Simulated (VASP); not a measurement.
These are PBE GGA, VASP's PBE PAW potentials (set 64) (plane waves; VASP) values and carry that method's errors.

VASP ran on this input.

POSCAR:
```
CoSi
1.0
  4.2756788676   0.0000000000   0.0000000000
  0.0000000000   4.2756788676   0.0000000000
  0.0000000000   0.0000000000   4.2756788676
Co Si
4 4
Cart
  3.6436311905   2.7698871109   1.5057917567
  1.5057917567   3.6436311905   2.7698871109
  0.6320476771   0.6320476771   0.6320476771
  2.7698871109   1.5057917567   3.6436311905
  0.6652847613   1.4725546725   2.8031241951
  2.8031241951   0.6652847613   1.4725546725
  3.6103941063   3.6103941063   3.6103941063
  1.4725546725   2.8031241951   0.6652847613
```

**INCAR**
```
ALGO  =  Normal
EDIFF  =  1E-6
EDIFFG  =  -0.02
ENCUT  =  500
GGA  =  PE
IBRION  =  2
ISIF  =  3
ISMEAR  =  1
LASPH  =  T
LCHARG  =  F
LMAXMIX  =  4
LREAL  =  F
LWAVE  =  F
NELM  =  100
NSW  =  40
PREC  =  Accurate
PSTRESS  =  450
SIGMA  =  0.1
SYSTEM  =  CoSi
```

File KPOINTS:
```
Automatic mesh
0
Gamma
7 7 7
0 0 0
```

POTCAR, in this order: Co Si (PBE.64 set). Program: vasp_std.

Energy and stress use the plane-wave basis of the starting cell.

**Question.** Predict the energy per atom (σ→0), volume per atom, band gap (on the k-mesh).

**Answer.** 
```json
{
 "energy per atom (σ→0)": "-6.661 eV/atom",
 "band gap (on the k-mesh)": "none (metal, semimetal or under 0.01 eV)",
 "volume_per_atom": "9.39 Å³/atom"
}
```

OSZICAR:
```
...
   6 F= -.32195630E+02 E0= -.32195576E+02  d E =-.745223E-03
       N       E                     dE             d eps       ncg     rms          rms(c)
DAV:   1    -0.532904108749E+02    0.15187E-02   -0.22877E-02  1488   0.831E-01    0.211E-02
DAV:   2    -0.532904378694E+02   -0.26995E-04   -0.34141E-04  2168   0.178E-01    0.164E-02
DAV:   3    -0.532904350774E+02    0.27921E-05   -0.47722E-06  1619   0.201E-02    0.910E-03
DAV:   4    -0.532904335413E+02    0.15360E-05   -0.29622E-06  1198   0.181E-02    0.385E-03
DAV:   5    -0.532904333593E+02    0.18201E-06   -0.19562E-06   873   0.210E-02
   7 F= -.32195691E+02 E0= -.32195638E+02  d E =-.807100E-03
```

The compound is CoSi in the B20 structure. This run relaxes it under an external pressure of 45 GPa. Symmetry was kept, so distortions that lower it aren't found. The run is not spin-polarised, so no magnetic state was tried.
